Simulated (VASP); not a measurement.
**Pb: energy against volume**

Pb (fcc, Fm-3m, 31.757 Å³/atom and stress up to 0.08 GPa in the relaxed cell, cube axes along x, y and z) under an equal strain ε along all three axes. PBE in VASP (plane waves, PAW), 480 eV, 16×16×16 Γ-centred mesh, Methfessel-Paxton smearing 0.10 eV.

Here V stands for volume and E for E less E0.

```csv
volume (Å³/atom),E less E0 (meV/atom),pressure (GPa)
29.8892,17.64,3.04
30.3490,10.00,2.21
30.8135,4.59,1.44
31.2828,1.30,0.73
31.7567,0.00,0.08
32.2355,0.55,-0.51
32.7190,2.78,-1.04
33.2073,6.58,-1.53
33.7005,11.84,-1.97
34.7014,?,?
```

The 9 complete rows are fitted with the third-order Birch-Murnaghan form, a cubic in V^(-2/3), E against V. With u = V^(-2/3) - 0.0998, the rows have u = 0.0040302, 0.0029788, 0.0019433, 0.0009232, -0.0000813, -0.0010712, -0.0020463, -0.0030069, -0.0039536. Least squares gives E = 0.048 + 513.8·u + 920099·u² + 8967929·u³. Residuals (row less fit): -0.010, 0.020, 0.003, -0.014, -0.012, 0.008, 0.007, 0.002, -0.004; standard error 0.014 (degrees of freedom: 5). Its minimum lies at u = -0.0002804, so V0 = (0.0995196)^(-3/2) = 31.85. There d²E/du² = 1825000 and d³E/du³ = 5.381e7, so B0 = (4/9) × 31.85^(-7/3) × 1825000 × 0.160218 = 40.4 GPa (the last factor turns the table's units into GPa), and B0' = 4 + (2/3) × 0.0995196 × (5.381e7)/1825000 = 6.0. B0' rests on the cubic coefficient alone and has a standard error of 0.1 from these residuals.

Question: Estimate the missing E (V = 34.7014); what did the run itself give?

Answer: u = -0.0058056, so E = 0.048 + 513.8 × (-0.0058056) + 920099 × (-0.0058056)² + 8967929 × (-0.0058056)³ = 26.322 meV/atom. The calculation gives 26.41 meV/atom, 0.088 meV/atom above the prediction (0.3 % of the range of E in the table). The row lies outside the fitted rows, so this is an extrapolation. From the scatter of the fitted rows alone, a prediction at this place has a standard error of 0.057 meV/atom, so the miss is 1.5 times that.

In a metal these values are sensitive to mesh and smearing; energies are taken to zero smearing, stresses follow the free energy. Spin-orbit coupling is left out, which can shift these values for the heavy elements here. Other structures, which can take over under pressure, weren't tried. The same form fitted to the pressure column gives B0' = 5.8; series where the two differ by over 0.4 aren't shown. Rows are the converged runs of the series near zero and its far end, less any whose ions stayed unrelaxed beside relaxed ones; series whose fitted rows scatter by over a few per cent of the range, as at a crossing or softening among them, aren't shown in this form.
